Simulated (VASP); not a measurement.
Runs of VASP 6.6.1 on NAlO2H4. The cell holds a molecule in a box, 8 atoms: a = 13.000 Å, b = 14.000 Å, c = 11.000 Å, α = 90.00°, β = 90.00°, γ = 90.00°. 

```tsv
task	level	further INCAR settings	grid for exact exchange (PRECFOCK)	screening parameter	gap on the mesh (eV)	largest force (eV/Å)
atomic charges	PBE+TS	ALGO = Fast; EDIFF = 1e-06	-	-	4.53	0.61
single point	HSE06+TS	ALGO = Normal; EDIFF = 1e-06	Fast	0.2 1/A	5.92	0.12
electron localisation function	PBE	ALGO = Fast; EDIFF = 1e-07	-	-	4.53	0.61
single point	HSE06+D4	ALGO = Normal; EDIFF = 1e-06	Normal	0.2 1/A	5.92	(a)
```

Alike in all rows: potentials or basis VASP PAW PBE potentials, release 64 (N, Al, O, H); no spin polarisation; cell as given; k mesh 1 × 1 × 1; cutoff (eV) 520; smearing gaussian 0.01 eV.

Question: Estimate the missing entries.

Answer: (a) 0.13.

Caveats: the PAW data sets were made with another functional, which shifts forces and pressure a little (some runs).

A k mesh can miss the band edges.

Not every run made on this cell is shown here.
